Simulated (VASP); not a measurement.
Given:

```
CELL_PARAMETERS angstrom
      4.41454    -2.45000     0.00003
      4.41454     2.45000     0.00003
      3.05481     0.00000     4.01980
ATOMIC_POSITIONS crystal
  B  0.01022 0.65415 0.01022
  B  0.01022 0.01022 0.65415
  B  0.65415 0.01022 0.01022
  B  0.98978 0.34585 0.98978
  B  0.98978 0.98978 0.34585
  B  0.34585 0.98978 0.98978
  B  0.22105 0.63070 0.22105
  B  0.22105 0.22105 0.63070
  B  0.63070 0.22105 0.22105
  B  0.77895 0.36930 0.77895
  B  0.77895 0.77895 0.36930
  B  0.36930 0.77895 0.77895
```

Computed with PBE GGA, VASP's PBE PAW potentials (set 64) (plane waves; VASP 6.6.1). Numerical set-up: 520 eV cut-off, Gaussian smearing of 0.050 eV, potentials B.

### Question
Give the energies of bands 11 to 24 at the high-symmetry points, in eV from the valence-band maximum.

### Answer

| band | Γ | T | H2 | L | S0 | F |
|---|---|---|---|---|---|---|
| 11 | -6.39 | -4.81 | -3.89 | -5.17 | -3.58 | -4.76 |
| 12 | -5.54 | -4.05 | -3.88 | -4.82 | -3.35 | -4.08 |
| 13 | -4.43 | -3.32 | -3.37 | -4.20 | -3.29 | -3.60 |
| 14 | -4.43 | -3.32 | -3.06 | -3.12 | -3.16 | -3.21 |
| 15 | -1.38 | -2.98 | -2.46 | -2.68 | -2.74 | -2.94 |
| 16 | -0.84 | -1.88 | -2.27 | -1.93 | -2.38 | -2.58 |
| 17 | -0.84 | -1.88 | -1.91 | -1.70 | -2.00 | -2.11 |
| 18 | -0.36 | 0.00 | -1.76 | -0.59 | -1.70 | -1.92 |
| 19 | 1.50 | 2.62 | 1.72 | 1.94 | 1.86 | 1.47 |
| 20 | 4.54 | 2.79 | 2.66 | 3.20 | 2.20 | 2.68 |
| 21 | 4.54 | 2.79 | 3.09 | 3.64 | 3.14 | 2.83 |
| 22 | 4.73 | 4.91 | 3.84 | 4.87 | 3.84 | 3.51 |
| 23 | 4.73 | 4.91 | 4.90 | 4.97 | 4.76 | 5.35 |
| 24 | 6.39 | 5.50 | 5.04 | 5.53 | 5.12 | 5.52 |

The gap is indirect, 1.47 eV, from the valence maximum at T to the conduction minimum at F.

The compound is B in the alpha structure. It was relaxed first.
